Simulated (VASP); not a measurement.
A convergence study with VASP on SiC (wurtzite): one setting is varied, all else stays as given below, so the limit is that of these other settings. Each run relaxes cell and ions from the cell shown. The basis is that of the starting cell, so low cut-offs carry a Pulay error.

```xyz
4
Lattice="1.5400 -2.6674 0.0000 1.5400 2.6674 0.0000 0.0000 0.0000 5.0500" Properties=species:S:1:pos:R:3 pbc="T T T"
Si     1.5400    -0.8891     2.5250
Si     1.5400     0.8891     0.0000
C      1.5400    -0.8891     4.4188
C      1.5400     0.8891     1.8937
```

Computed with PBEsol GGA, VASP's PBE PAW potentials (set 64) (plane waves; VASP). The tightest run used: 800 eV cut-off, 7×7×4 Γ-centred mesh, Gaussian smearing of 0.050 eV, potentials Si C.

Task: The settings run are ENCUT = 250; ENCUT = 300; ENCUT = 350; ENCUT = 400; ENCUT = 450; ENCUT = 500; ENCUT = 550; ENCUT = 600; ENCUT = 650; ENCUT = 700; ENCUT = 750; ENCUT = 800. From which on does the relaxed volume stay within 0.02 Å³/atom of the tightest run?

Result: From ENCUT = 450 on: it is off by 0.005 there and by no more than 0.02 in any finer run, while ENCUT = 400 is off by 0.047.
| setting | relaxed volume (Å³/atom) | E (eV/atom) | plane waves | difference judged (Å³/atom) |
|---|---|---|---|---|
| ENCUT = 250 | 9.738 | -7.9800 | 382 | 0.612 |
| ENCUT = 300 | 10.024 | -7.9646 | 525 | 0.326 |
| ENCUT = 350 | 10.209 | -7.9587 | 628 | 0.141 |
| ENCUT = 400 | 10.303 | -7.9570 | 766 | 0.047 |
| ENCUT = 450 | 10.345 | -7.9559 | 917 | 0.005 |
| ENCUT = 500 | 10.356 | -7.9549 | 1099 | 0.006 |
| ENCUT = 550 | 10.353 | -7.9548 | 1228 | 0.003 |
| ENCUT = 600 | 10.349 | -7.9553 | 1404 | 0.001 |
| ENCUT = 650 | 10.346 | -7.9561 | 1581 | 0.004 |
| ENCUT = 700 | 10.346 | -7.9567 | 1762 | 0.004 |
| ENCUT = 750 | 10.348 | -7.9572 | 1948 | 0.002 |
| ENCUT = 800 | 10.350 | -7.9576 | 2146 | 0.000 |

Left out are rungs that failed or repeat a setting and relaxations that didn't move; long series are thinned to 24 rows.

The compound is SiC in the wurtzite structure, the rare 2H polytype.
